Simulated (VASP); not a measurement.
The system is SnSe.

```
Sn Se
1.0
    11.42000    0.00000    0.00000
     0.00000    4.19000    0.00000
     0.00000    0.00000    4.46000
Sn Se
4 4
Direct
  0.12300 0.25000 0.09100
  0.37700 0.75000 0.59100
  0.62300 0.25000 0.40900
  0.87700 0.75000 0.90900
  0.35700 0.25000 0.01600
  0.14300 0.75000 0.51600
  0.85700 0.25000 0.48400
  0.64300 0.75000 0.98400
```

```yaml
Program: VASP 6.6.1
Task: relaxation of cell and atoms
Functional: PBE
Potentials_or_basis: VASP PAW PBE potentials, release 64 (Sn_d, Se)
Cutoff: 600 eV
k_mesh: 4 × 8 × 8
Occupations: gaussian, width 0.03 eV
Spin: no spin polarisation
```

At the start: pressure 2.4 GPa; volume 26.68 Å³/atom.

Task: How do energy, volume and symmetry change on relaxing?

Result: Over 35 steps the energy falls by 13.9 meV/atom and the volume is 28.24 Å³/atom (+5.8 %); space group Pnma (No. 62, to 0.05 Å).

The path:
```csv
step,energy change (eV),largest force (eV/Å),pressure (GPa),volume (Å³)
1,0.0000,0.3318,2.42,213.41
2,-0.0773,0.2142,-0.90,226.09
3,-0.0926,0.0984,-0.02,222.21
4,-0.0963,0.0760,0.06,222.29
5,-0.0989,0.0723,0.19,222.42
6,-0.1019,0.0532,0.06,223.61
7,-0.1033,0.0285,-0.19,226.28
8,-0.1037,0.0303,-0.13,225.49
9,-0.1047,0.0285,0.07,225.34
10,-0.1047,0.0312,0.08,225.32
11,-0.1058,0.0210,0.02,225.85
12,-0.1060,0.0191,-0.02,226.32
13,-0.1065,0.0244,-0.02,226.47
14,-0.1066,0.0310,-0.02,226.57
15,-0.1072,0.0269,-0.01,226.44
16,-0.1083,0.0181,0.06,226.05
17,-0.1086,0.0343,0.22,225.27
18,-0.1088,0.0255,0.14,225.63
19,-0.1091,0.0231,0.12,225.73
20,-0.1096,0.0158,0.04,226.04
21,-0.1098,0.0301,-0.09,226.64
22,-0.1099,0.0230,-0.07,226.45
23,-0.1100,0.0187,-0.04,226.37
24,-0.1102,0.0120,0.00,226.23
25,-0.1102,0.0136,0.00,226.19
26,-0.1103,0.0137,0.02,226.17
27,-0.1104,0.0178,0.02,226.10
28,-0.1104,0.0205,0.04,226.08
29,-0.1105,0.0189,0.01,226.16
30,-0.1106,0.0156,-0.05,226.40
31,-0.1108,0.0126,-0.03,226.32
32,-0.1109,0.0115,0.02,226.07
33,-0.1110,0.0096,0.03,226.05
34,-0.1112,0.0041,0.03,226.00
35,-0.1111,0.0100,0.04,225.88
```

Final structure:
```
Sn Se
1.0
    11.77637    0.00000    0.00000
     0.00000    4.20362    0.00000
     0.00000    0.00000    4.56293
Sn Se
4 4
Direct
  0.12104 0.25000 0.11664
  0.37896 0.75000 0.61664
  0.62104 0.25000 0.38336
  0.87896 0.75000 0.88336
  0.35511 0.25000 0.02585
  0.14489 0.75000 0.52585
  0.85511 0.25000 0.47415
  0.64489 0.75000 0.97415
```

Caveat: this functional lacks dispersion, which binds the layers, so the pressure and a relaxed spacing across them are unreliable.
